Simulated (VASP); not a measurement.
An input for Ansatz (written as the equivalent of a VASP run, and not itself run):

Ansatz 0.2 input:
```yaml
crystal:
  lattice:
    - [1.5359124, -2.6602797, 0.0000000]
    - [1.5359124, 2.6602797, 0.0000000]
    - [0.0000000, 0.0000000, 10.1550551]
  atoms:
    - { symbol: La, position: [0.0000000, 0.0000000, 0.5000000] }
    - { symbol: La, position: [0.0000000, 0.0000000, 0.0000000] }
    - { symbol: La, position: [0.3333330, 0.6666670, 0.2500000] }
    - { symbol: La, position: [0.6666670, 0.3333330, 0.7500000] }
kpoints:
  mp_grid: { grid: [11, 11, 3] }
hamiltonian:
  xc: pbesol
  pseudopotentials: { kind: paw }
scf:
  occupations: { method: methfessel_paxton, width: 0.1 }
  max_iter: 100
relax:
  max_steps: 40
  f_tol: 0.02
  cell: { p_target: 45 }
output: { forces: true, stress: true, eigenvalues: true }
```

Problem. Write the VASP files for the same calculation (PBEsol).

Solution. This is not unique; one that fits is 
POSCAR:
```
La
1
    1.5359123839    -2.6602797373    -0.0000000000
    1.5359123839     2.6602797373     0.0000000000
   -0.0000000000     0.0000000000    10.1550551187
La
4
Direct
  0.0000000000   0.0000000000   0.5000000000
  0.0000000000   0.0000000000   0.0000000000
  0.3333330000   0.6666670000   0.2500000000
  0.6666670000   0.3333330000   0.7500000000
```

### KPOINTS
```
Automatic mesh
0
Gamma
11 11 3
0 0 0
```

### INCAR
```
! general
SYSTEM =La
PREC   =Accurate
ENCUT  =500
LREAL  =.False.
LASPH  =.True.

! electronic loop
EDIFF  =1E-6
NELM   =100
ALGO   =Normal
LMAXMIX=6

! smearing
ISMEAR =1
SIGMA  =0.1

! functional
GGA    =PS

! ions
IBRION =2
NSW    =40
ISIF   =3
EDIFFG =-0.02
PSTRESS=450

! output
LWAVE  =.False.
LCHARG =.False.
```

POTCAR, in this order: La (PBE.64 set). Program: vasp_std.

The two are equivalent in intent, not identical: each code has its own PAW files, so the cut-off isn't converted (ENCUT is set for VASP's; basis.ecutwfc is left out, and Ansatz then takes the one that its files recommend); Ansatz stops its SCF on the density residual and VASP on the energy change (EDIFF).

The compound is La in the dhcp structure. This run relaxes it under an external pressure of 45 GPa. Symmetry was kept, so distortions that lower it aren't found.
